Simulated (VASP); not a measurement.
# CaZr2N2 (Cmce) in VASP: notebook

One crystal, CaZr2N2, is run at these levels: PBE; tasks: relaxation of cell and atoms.

Program: VASP 6.6.1. These are calculated values, not measurements. Logs are shortened: lines on timing, memory, paths and dates and some standing lists are left out, and cuts for length are marked.

### Step 1. Starting point

Symmetry: Cmce, No. 64, orthorhombic system. Conventional cell: a = 4.992 Å, b = 9.937 Å, c = 7.528 Å, α = 90.00°, β = 90.00°, γ = 90.00°. Ca (site symmetry 2/m) is surrounded by 2 N at 1.98 Å. Zr (site symmetry 2) has 2 N at 2.14 Å as nearest neighbours. N (site symmetry m) is surrounded by 1 Ca at 1.98 Å and 2 Zr at 2.14 Å.

The cell was built by a generator and needn't be a form met in nature.

### Step 2. Relaxation of cell and atoms, PBE

Contents of INCAR:

```
PREC = Normal ; ENCUT = 520
EDIFF = 1E-4 ; ISMEAR = 0
SIGMA = 0.15 ; LREAL = Auto
LASPH = T ; NELM = 60
ALGO = Fast ; ISIF = 3
LWAVE = F ; LCHARG = F
GGA = PE ; IBRION = 2
NSW = 24 ; EDIFFG = -0.08
KPAR = 2
```

Contents of KPOINTS:

```
Automatic mesh
0
Gamma
  3 3 2
```

Contents of POSCAR:

```
CaZr2N2
1.0
    2.4961096000     -4.9686367100      0.0000000000
    2.4961096000      4.9686367100      0.0000000000
    0.0000000000      0.0000000000      7.5278948700
Ca Zr N
2 4 4
Direct
    0.0000000000      0.0000000000      0.5000000000
    0.5000000000      0.5000000000      0.0000000000
    0.5622100100      0.9377899900      0.7500000000
    0.9377899900      0.5622100100      0.2500000000
    0.4377899900      0.0622100100      0.2500000000
    0.0622100100      0.4377899900      0.7500000000
    0.6985872100      0.3014127900      0.0190715800
    0.8014127900      0.1985872100      0.5190715800
    0.1985872100      0.8014127900      0.4809284200
    0.3014127900      0.6985872100      0.9809284200
```

Potentials or basis: VASP PAW PBE potentials, release 64 (Ca_sv, Zr_sv, N).

Command:

```
$ cat potpaw_PBE.64/Ca_sv/POTCAR potpaw_PBE.64/Zr_sv/POTCAR potpaw_PBE.64/N/POTCAR > POTCAR
$ mpirun -np 2 vasp_std > vasp.out
```

OUTCAR:

```text
PREC = Normal
   ENCUT = 520
   EDIFF = 1E-4
   ISMEAR = 0
   LREAL = Auto
   LASPH = T
   NELM = 60
   ISIF = 3
   GGA = PE
   IBRION = 2
   NSW = 24
   EDIFFG = -0.08

 ion  position               nearest neighbor table
   1  0.000  0.000  0.500-   8 1.98   9 1.98   5 2.93   6 2.93   3 2.93   4 2.93
   2  0.500  0.500  0.000-   7 1.98  10 1.98   5 2.93   6 2.93   3 2.93   4 2.93
   3  0.562  0.938  0.750-   8 2.14  10 2.14   6 2.50   6 2.50   7 2.63   9 2.63   1 2.93   2 2.93

   4  0.938  0.562  0.250-   7 2.14   9 2.14   5 2.50   5 2.50  10 2.63   8 2.63   1 2.93   2 2.93

   5  0.438  0.062  0.250-   7 2.14   9 2.14   4 2.50   4 2.50  10 2.63   8 2.63   1 2.93   2 2.93

   6  0.062  0.438  0.750-   8 2.14  10 2.14   3 2.50   3 2.50   7 2.63   9 2.63   1 2.93   2 2.93

   7  0.699  0.301  0.019-   2 1.98   4 2.14   5 2.14   3 2.63   6 2.63
   8  0.801  0.199  0.519-   1 1.98   3 2.14   6 2.14   5 2.63   4 2.63
   9  0.199  0.801  0.481-   1 1.98   4 2.14   5 2.14   3 2.63   6 2.63
  10  0.301  0.699  0.981-   2 1.98   3 2.14   6 2.14   5 2.63   4 2.63

  LATTYP: Found a base centered orthorhombic cell.
 ALAT       =     4.9922192000
 B/A-ratio  =     1.9905523019
 C/A-ratio  =     1.5079255474

  Lattice vectors:

 A1 = (   2.4961096000,  -4.9686367100,   0.0000000000)
 A2 = (   2.4961096000,   4.9686367100,   0.0000000000)
 A3 = (   0.0000000000,   0.0000000000,   7.5278948700)

Analysis of symmetry for initial positions (statically):
=====================================================================
 Subroutine PRICEL returns:
 Original cell was already a primitive cell.

 Routine SETGRP: Setting up the symmetry group for a
 base centered orthorhombic supercell.

 Subroutine GETGRP returns: Found  8 space group operations
 (whereof  4 operations were pure point group operations)
 out of a pool of  8 trial point group operations.

The static configuration has the point symmetry C_2h.
 The point group associated with its full space group is D_2h.

Analysis of symmetry for dynamics (positions and initial velocities):
=====================================================================
 Subroutine PRICEL returns:
 Original cell was already a primitive cell.

 Routine SETGRP: Setting up the symmetry group for a
 base centered orthorhombic supercell.

 Subroutine GETGRP returns: Found  8 space group operations
 (whereof  4 operations were pure point group operations)
 out of a pool of  8 trial point group operations.

The dynamic configuration has the point symmetry C_2h.
 The point group associated with its full space group is D_2h.

 Subroutine INISYM returns: Found  8 space group operations
 (whereof  4 operations are pure point group operations),
 and found     1 'primitive' translations

----------------------------------------------------------------------------------------

                                     Primitive cell

  volume of cell :     186.7258

  direct lattice vectors                    reciprocal lattice vectors
     2.496109600 -4.968636710  0.000000000     0.200311717 -0.100631225  0.000000000
     2.496109600  4.968636710  0.000000000     0.200311717  0.100631225  0.000000000
     0.000000000  0.000000000  7.527894870     0.000000000  0.000000000  0.132839262

  length of vectors
     5.560387926  5.560387926  7.527894870     0.224168302  0.224168302  0.132839262

  position of ions in fractional coordinates (direct lattice)
     0.000000000  0.000000000  0.500000000
     0.500000000  0.500000000  0.000000000
     0.562210010  0.937789990  0.750000000
     0.937789990  0.562210010  0.250000000
     0.437789990  0.062210010  0.250000000
     0.062210010  0.437789990  0.750000000
     0.698587210  0.301412790  0.019071580
     0.801412790  0.198587210  0.519071580
     0.198587210  0.801412790  0.480928420
     0.301412790  0.698587210  0.980928420

  ion indices of the primitive-cell ions
   primitive index   ion index
                 1           1
                 2           2
                 3           3
                 4           4
                 5           5
                 6           6
                 7           7
                 8           8
                 9           9
                10          10

----------------------------------------------------------------------------------------

 KPOINTS: Automatic mesh

Automatic generation of k-mesh.
 Grid dimensions read from file:
 generate k-points for:    3    3    2

 Generating k-lattice:

  Cartesian coordinates                     Fractional coordinates (reciprocal lattice)
     0.066770572 -0.033543742  0.000000000     0.333333333  0.000000000  0.000000000
     0.066770572  0.033543742  0.000000000     0.000000000  0.333333333  0.000000000
     0.000000000  0.000000000  0.066419631     0.000000000  0.000000000  0.500000000

  Length of vectors
     0.074722767  0.074722767  0.066419631

  Shift w.r.t. Gamma in fractional coordinates (k-lattice)
     0.000000000  0.000000000  0.000000000

 Subroutine IBZKPT returns following result:
 ===========================================

 Found      8 irreducible k-points:

 Following reciprocal coordinates:
            Coordinates               Weight
  0.000000  0.000000  0.000000      1.000000
  0.333333 -0.000000  0.000000      4.000000
  0.333333  0.333333  0.000000      2.000000
 -0.333333  0.333333  0.000000      2.000000
  0.000000  0.000000  0.500000      1.000000
  0.333333 -0.000000  0.500000      4.000000
  0.333333  0.333333  0.500000      2.000000
 -0.333333  0.333333  0.500000      2.000000
   k-points           NKPTS =      8   k-points in BZ     NKDIM =      8   number of bands    NBANDS=     52
   number of dos      NEDOS =    301   number of ions     NIONS =     10
   total plane-waves  NPLWV =  43008
   dimension x,y,z NGX =    32 NGY =   32 NGZ =   42
   dimension x,y,z NGXF=    64 NGYF=   64 NGZF=   84
   ions per type =               2   4   4
   NGX,Y,Z   is equivalent  to a cutoff of   9.57,  9.57,  9.28 a.u.
   NGXF,Y,Z  is equivalent  to a cutoff of  19.13, 19.13, 18.55 a.u.
 SYSTEM =  unknown system
   PREC   = normal    normal or accurate (medium, high low for compatibility)
   ISTART =      0    job   : 0-new  1-cont  2-samecut
   ICHARG =      2    charge: 1-file 2-atom 10-const
   ISPIN  =      1    spin polarized calculation?
   LNONCOLLINEAR =      F non collinear calculations
   LSORBIT =      F    spin-orbit coupling
   LASPH  =      T    aspherical Exc in radial PAW
   ENCUT  =  520.0 eV  38.22 Ry    6.18 a.u.  10.34 10.34 14.00*2*pi/ulx,y,z
   NELM   =     60;   NELMIN=  2; NELMDL= -5     # of ELM steps
   EDIFF  = 0.1E-03   stopping-criterion for ELM
   LREAL  =      T    real-space projection
   EDIFFG = -.8E-01   stopping-criterion for IOM
   NSW    =     24    number of steps for IOM
   IBRION =      2    ionic relax: 0-MD 1-quasi-New 2-CG
   NFREE  =      1    steps in history (QN), initial steepest desc. (CG)
   ISIF   =      3    stress and relaxation
   ISYM   =      2    0-nonsym 1-usesym 2-fastsym
   POTIM  = 0.5000    time-step for ionic-motion
   TEBEG  =    0.0;   TEEND  =   0.0 temperature during run
   PSTRESS=    0.0 pullay stress
   NELECT =      88.0000    total number of electrons
   NUPDOWN=      -1.0000    fix difference up-down
   EMIN   =  10.00;   EMAX   =-10.00  energy-range for DOS
   EFERMI =   0.00;   METHOD = LEGACY
   ISMEAR =     0;   SIGMA  =   0.15  broadening in eV -4-tet -1-fermi 0-gaus
   EFERMI_NEDOS =   21; number of points for ismear=-14 and -15
   IALGO  =     68    algorithm
   IMIX   =      4    mixing-type and parameters
     AMIX     =   0.40;   BMIX     =  1.00
     AMIX_MAG =   1.60;   BMIX_MAG =  1.00
  volume/ion in A,a.u.               =      18.67       126.01
  Fermi-wavevector in a.u.,A,eV,Ry     =   1.273995  2.407501 22.083101  1.623062
  Thomas-Fermi vector in A             =   2.406787
   LORBIT       =      0    0 simple, 1 ext, 2 COOP (PROOUT), +10 PAW based schemes
   GGA     = PE    functional components
   LHFCALC =     F    Hartree Fock is set to
   AEXX    =    0.0000 exact exchange contribution
   IVDW    =     0    specifies the selected vdW correction
   LEPSILON=     F    determine dielectric tensor
   LRPA    =     F    only Hartree local field effects (RPA)
 conjugate gradient relaxation of ions
 non-spin polarized calculation
 RMM-DIIS sequential band-by-band and
 Gauss-broadening in eV      SIGMA  =   0.15
  energy-cutoff  :      520.00
  volume of cell :      186.73
 maximum number of plane-waves:      5056
   NGX = 21   NGY = 21   NGZ = 27

--------------------------------------- Ionic step        1  -------------------------------------------

 number of electron      88.0000018 magnetization

 Free energy of the ion-electron system (eV)
  ---------------------------------------------------
  ext. energy  EPLUGINS =         0.00000000
  ---------------------------------------------------
  free energy    TOTEN  =       -65.26743855 eV

  energy without entropy =      -65.19212150  energy(sigma->0) =      -65.22978003

------------------------ aborting loop because EDIFF is reached ----------------------------------------

  FORCE on cell =-STRESS in cart. coord.  units (eV):
  Direction    XX          YY          ZZ          XY          YZ          ZX
  --------------------------------------------------------------------------------------
  -------------------------------------------------------------------------------------
  Total       44.7071961     39.8139758    -12.3454792      0.0000000      0.0000000      0.0000000
  in kB      383.6044003    341.6187472   -105.9288114      0.0000000      0.0000000      0.0000000
  external PRESSURE =     206.4314454 kB  Pullay stress =       0.0000000 kB
[... 75 lines left out ...]
--------------------------------------- Ionic step        3  -------------------------------------------

 number of electron      88.0000043 magnetization

 E-fermi :   4.0591     XC(G=0):  -8.7941

 val. band max:        4.0136736318   @ k =   0.3333  -0.0000   0.0000
 cond. band min:       4.0880788539   @ k =   0.3333  -0.0000   0.0000
 fundamental gap:      0.0744052221
 Fermi energy:         4.0590586207

 k-point     1 :       0.0000    0.0000    0.0000
  band No.  band energies     occupation
      1     -45.6543      2.00000
      2     -45.6457      2.00000
      3     -45.5548      2.00000
      4     -45.5473      2.00000
      5     -37.2759      2.00000
      6     -37.2753      2.00000
[... 466 lines left out ...]
  FREE ENERGIE OF THE ION-ELECTRON SYSTEM (eV)
  ---------------------------------------------------
  free  energy   TOTEN  =       -75.3982290895 eV

  energy  without entropy=      -75.3414733126  energy(sigma->0) =      -75.36985120

[... ionic steps 4 to 15 ...]

--------------------------------------- Ionic step       16  -------------------------------------------

 number of electron      87.9999989 magnetization

------------------------ aborting loop because EDIFF is reached ----------------------------------------
[... 83 lines left out ...]
--------------------------------------- Ionic step       18  -------------------------------------------

 number of electron      87.9999991 magnetization

 Free energy of the ion-electron system (eV)
  ---------------------------------------------------
  ext. energy  EPLUGINS =         0.00000000
  ---------------------------------------------------
  free energy    TOTEN  =       -81.12691240 eV

  energy without entropy =      -81.03573688  energy(sigma->0) =      -81.08132464

 E-fermi :   5.4161     XC(G=0):  -9.4213

 val. band max:        5.3883125362   @ k =   0.0000   0.0000   0.0000
 cond. band min:       5.4400602503   @ k =   0.3333   0.3333   0.5000
 fundamental gap:      0.0517477141
 Fermi energy:         5.4160913799

 k-point     1 :       0.0000    0.0000    0.0000
  band No.  band energies     occupation
      1     -43.8242      2.00000
      2     -43.7340      2.00000
      3     -43.6966      2.00000
      4     -43.6130      2.00000
      5     -35.8135      2.00000
      6     -35.8107      2.00000
[... 466 lines left out ...]
  FREE ENERGIE OF THE ION-ELECTRON SYSTEM (eV)
  ---------------------------------------------------
  free  energy   TOTEN  =       -81.1269124042 eV

  energy  without entropy=      -81.0357368782  energy(sigma->0) =      -81.08132464

 reached required accuracy - stopping structural energy minimisation
```

Run time: 3.8 min. Hardware: 2 MPI ranks of Intel Xeon 6975P-C (Granite Rapids), shared host; peak memory 0.25 GiB.

What came out:

```yaml
Free_energy: -81.1269 eV
Relaxed_volume: 21.37 Å³/atom
Relaxed_cell: a = 6.599 Å, b = 6.599 Å, c = 6.115 Å, α = 90.00°, β = 90.00°, γ = 126.62°
Space_group_after_relaxing_to_0.05_Å: Cmce (No. 64)
Energy_gained_by_relaxing: 1585.9 meV/atom
Ionic_steps: 18
Pressure_after_relaxing: -0.2 GPa
Largest_force_after_relaxing: 0.072 eV/Å
Band_gap_on_the_k_mesh: none (metal or under the smearing width)
```

Forces in eV/Å, atoms in the order of the input:
```
Ca   0.000  0.000  0.000
Ca   0.000  0.000  0.000
Zr   0.000  0.072  0.000
Zr   0.000 -0.072  0.000
Zr   0.000 -0.072  0.000
Zr   0.000  0.072  0.000
N    0.000 -0.026  0.006
N    0.000  0.026  0.006
N    0.000 -0.026 -0.006
N    0.000  0.026 -0.006
```

Step by step:
```tsv
step	energy change (eV)	largest force (eV/Å)	pressure (GPa)	volume (Å³)
1	0.0000	3.9261	20.64	186.73
2	-10.1579	2.2359	-13.38	254.48
3	-10.1308	2.3349	-12.28	250.10
4	-13.7238	2.8969	8.28	211.11
5	-14.2460	2.5264	0.87	220.06
6	-15.1288	0.5878	0.98	217.11
7	-15.1304	0.5854	1.06	216.98
8	-15.3788	0.5108	-2.36	220.93
9	-15.3832	0.5191	-2.85	221.52
10	-15.5443	0.7782	0.36	214.36
11	-15.5511	0.8502	1.24	212.38
12	-15.7002	0.5062	0.84	211.54
13	-15.7565	0.1856	0.43	210.68
14	-15.8461	0.1175	0.41	212.03
15	-15.8570	0.0853	0.45	212.75
16	-15.8574	0.0842	0.46	212.70
17	-15.8572	0.0652	-0.67	214.89
18	-15.8595	0.0718	-0.16	213.72
```

Final structure:
```xyz
10
Lattice="2.9641 -5.8959 0.0000 2.9641 5.8959 0.0000 0.0000 0.0000 6.1147" Properties=species:S:1:pos:R:3 pbc="T T T"
Ca    0.0000    0.0000    3.0573
Ca    2.9641    0.0000    0.0000
Zr    4.4462    2.8190    4.5860
Zr    4.4462   -2.8190    1.5287
Zr    1.4821   -2.8190    1.5287
Zr    1.4821    2.8190    4.5860
N     2.9641   -2.4041    6.0516
N     2.9641   -3.4917    2.9942
N     2.9641    3.4917    3.1204
N     2.9641    2.4041    0.0631
```

Caveat: the k mesh is coarse (spacing up to 0.47 Å⁻¹), so the values aren't converged; the relaxation stopped at a loose force limit of 0.08 eV/Å, so its end isn't a converged minimum.

### Step 3. Relaxation of cell and atoms, PBE

This run uses another cell than the first one, of 17.73 Å³/atom, 0.949 times its volume.

INCAR is that of step 2.

KPOINTS is that of step 2.

Contents of POSCAR:

```
CaZr2N2
1.0
    5.1092384300      0.0000000000      0.0000000000
   -2.5546192200      4.4247302800      0.0000000000
    0.0000000000      0.0000000000      7.8413163700
Ca Zr N
2 4 4
Direct
    0.0000000000      0.0000000000      0.7834094200
    0.0000000000      0.0000000000      0.2165905800
    0.5000000000      0.0000000000      0.0000000000
    0.0000000000      0.5000000000      0.0000000000
    0.5000000000      0.5000000000      0.0000000000
    0.0000000000      0.0000000000      0.5000000000
    0.5000000000      0.0000000000      0.5000000000
    0.0000000000      0.5000000000      0.5000000000
    0.5000000000      0.5000000000      0.5000000000
    0.0000000000      0.0000000000      0.0000000000
```

Potentials or basis: VASP PAW PBE potentials, release 64 (Ca_sv, Zr_sv, N).

Command:

```
$ cat potpaw_PBE.64/Ca_sv/POTCAR potpaw_PBE.64/Zr_sv/POTCAR potpaw_PBE.64/N/POTCAR > POTCAR
$ mpirun -np 2 vasp_std > vasp.out
```

It took 2.8 min on 2 MPI ranks of Intel Xeon 6975P-C (Granite Rapids), shared host; peak memory 0.22 GiB.

It converged, with:

- Free energy: -57.8102 eV
- Relaxed volume: 22.20 Å³/atom
- Relaxed cell: a = 4.874 Å, b = 4.874 Å, c = 10.794 Å, α = 90.00°, β = 90.00°, γ = 120.00°
- Space group after relaxing (to 0.05 Å): P6/mmm (No. 191)
- Energy gained by relaxing: 985.1 meV/atom
- Ionic steps: 11
- Pressure after relaxing: 0.5 GPa
- Largest force after relaxing: 0.010 eV/Å
- Band gap on the k mesh: none (metal or under the smearing width)

Forces on the atoms (eV/Å):
```
Ca   0.000  0.000  0.010
Ca   0.000  0.000 -0.010
Zr   0.000  0.000  0.000
Zr   0.000  0.000  0.000
Zr   0.000  0.000  0.000
Zr   0.000  0.000  0.000
N    0.000  0.000  0.000
N    0.000  0.000  0.000
N    0.000  0.000  0.000
N    0.000  0.000  0.000
```

Stress tensor (GPa, compression positive):
```
0.51 0.00 0.00
0.00 0.51 0.00
0.00 0.00 0.42
```

The path:
```tsv
step	energy change (eV)	largest force (eV/Å)	pressure (GPa)	volume (Å³)
1	0.0000	8.4427	20.18	177.27
2	-7.3922	2.7295	-6.21	234.42
3	-7.4550	2.5223	-2.85	216.20
4	-7.5476	2.9623	-4.52	226.95
5	-9.0722	2.0450	4.11	212.27
6	-9.1185	2.1805	3.32	213.62
7	-9.6008	1.2036	0.21	223.90
8	-9.6718	0.7911	-1.18	229.23
9	-9.8353	0.3835	-0.56	225.47
10	-9.8472	0.1788	-0.34	224.16
11	-9.8513	0.0095	0.48	222.04
```

Final structure:
```
Ca Zr N
1.0
     4.87382    0.00000    0.00000
    -2.43691    4.22086    0.00000
     0.00000    0.00000   10.79368
Ca Zr N
2 4 4
Direct
  0.00000 0.00000 0.77201
  0.00000 0.00000 0.22799
  0.50000 0.00000 0.00000
  0.00000 0.50000 0.00000
  0.50000 0.50000 0.00000
  0.00000 0.00000 0.50000
  0.50000 0.00000 0.50000
  0.00000 0.50000 0.50000
  0.50000 0.50000 0.50000
  0.00000 0.00000 0.00000
```

Levels at points of the mesh, in eV from the Fermi level:
```csv
k point,band 41,band 42,band 43,band 44,band 45,band 46,band 47,band 48
"(0.00, 0.00, 0.00)",-1.11,-1.11,-0.13,-0.10,0.18,0.18,1.21,1.23
"(0.00, 0.00, 0.50)",-1.10,-1.10,-0.72,0.18,0.18,0.28,1.18,1.18
```

Caveat: the k mesh is coarse (spacing up to 0.47 Å⁻¹), so the values aren't converged; the volume moved by over 15 % at a fixed basis, so the end points are rough; the relaxation stopped at a loose force limit of 0.08 eV/Å, so its end isn't a converged minimum.
